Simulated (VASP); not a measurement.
A convergence study with VASP on BaZrO₃ (cubic perovskite): one setting is varied, all else stays as given below, so the limit is that of these other settings. Each run relaxes cell and ions from the cell shown. The basis is that of the starting cell, so low cut-offs carry a Pulay error.

```
CELL_PARAMETERS angstrom
      4.19000     0.00000     0.00000
      0.00000     4.19000     0.00000
      0.00000     0.00000     4.19000
ATOMIC_POSITIONS crystal
  Ba 0.00000 0.00000 0.00000
  Zr 0.50000 0.50000 0.50000
  O  0.50000 0.00000 0.50000
  O  0.00000 0.50000 0.50000
  O  0.50000 0.50000 0.00000
```

Computed with PBE GGA, VASP's PBE PAW potentials (set 64) (plane waves; VASP). The tightest run used: 800 eV cut-off, 4×4×4 Γ-centred mesh, Gaussian smearing of 0.050 eV, potentials Ba_sv Zr_sv O.

Gaps are read on the run's mesh, which can miss a band edge.

```csv
setting,relaxed volume (Å³/atom),E (eV/atom),gap on the mesh (eV),plane waves
ENCUT = 250,12.366,-9.0412,3.531,691
ENCUT = 300,13.442,-8.5333,3.431,912
ENCUT = 350,14.267,-8.3753,3.280,1108
ENCUT = 400,14.807,-8.3468,3.181,1357
ENCUT = 450,15.090,-8.3421,3.131,1628
```

Q: These are the cheaper rows. Estimate the results at ENCUT = 800, and how far the last row shown lies from them.

A: 
```json
[
 {"quantity": "relaxed volume (Å³/atom)", "tightest run": "15.204", "last row shown is off by": "-0.114"},
 {"quantity": "E (eV/atom)", "tightest run": "-8.3469", "last row shown is off by": "0.0048"},
 {"quantity": "gap on the mesh (eV)", "tightest run": "3.115", "last row shown is off by": "0.016"}
]
```

Left out are rungs that failed or repeat a setting and relaxations that didn't move; long series are thinned to 24 rows.

The compound is BaZrO3 in the cubic perovskite structure.
